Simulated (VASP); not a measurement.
**Sn: energy against strain**

Sn (diamond, Fd-3m, 34.932 Å³/atom at rest, cube axes along x, y and z) under a strain ε along a cube axis (axis z), the other axes held. PBEsol in VASP (plane waves, PAW), 480 eV, 8×8×8 Γ-centred mesh, Methfessel-Paxton smearing 0.10 eV; ions are relaxed within the symmetry of each cell.

Here s stands for strain and y for E less E0.

| strain (%) | E less E0 (meV/atom) |
|---|---|
| -3.00 | ? |
| -1.50 | 1.56 |
| -1.00 | 0.67 |
| -0.50 | 0.15 |
| 0.00 | 0.00 |
| 0.50 | 0.18 |
| 1.00 | 0.69 |
| 1.50 | 1.52 |

Fit y of the 7 rows that show it with a parabola. Least squares gives y = -0.005 - 0.0036·s + 0.6862·s². Residuals (row less fit): 0.016, -0.015, -0.018, 0.005, 0.015, 0.012, -0.014; standard error 0.019 (degrees of freedom: 4). Twice the quadratic coefficient over the volume, 2 × 0.6862 meV × 10⁴ × 0.1602 / 34.932 Å³, is the elastic constant C11 = 63 ± 0.7 GPa.

Problem. What does the fit predict for y at s = -3.00, and how far is the calculated value from it?

Solution. y = -0.005 - 0.0036 × (-3.0) + 0.6862 × (-3.0)² = 6.182 meV/atom. The calculation gives 6.44 meV/atom, 0.258 meV/atom above the prediction (4.0 % of the range of y in the table). The row lies outside the fitted rows, so this is an extrapolation. From the scatter of the fitted rows alone, a prediction at this place has a standard error of 0.071 meV/atom, so the miss is 3.6 times that.

One order more, fitted to all 13 runs of the series, follows each within 0.01, so the miss is the next term of a smooth law. This level leaves no gap over 0.05 eV at strain -3.00, -1.50, -1.00, -0.50, 0.00, 0.50, 1.00, 1.50, where the mesh may be coarse. Sn is here grey tin, stable below 13 °C. Rows are the converged runs of the series near zero and its far end; series whose fitted rows scatter by over a few per cent of the range, as at a crossing or softening among them, aren't shown in this form. Most that stay on the fit to the last digits aren't either.
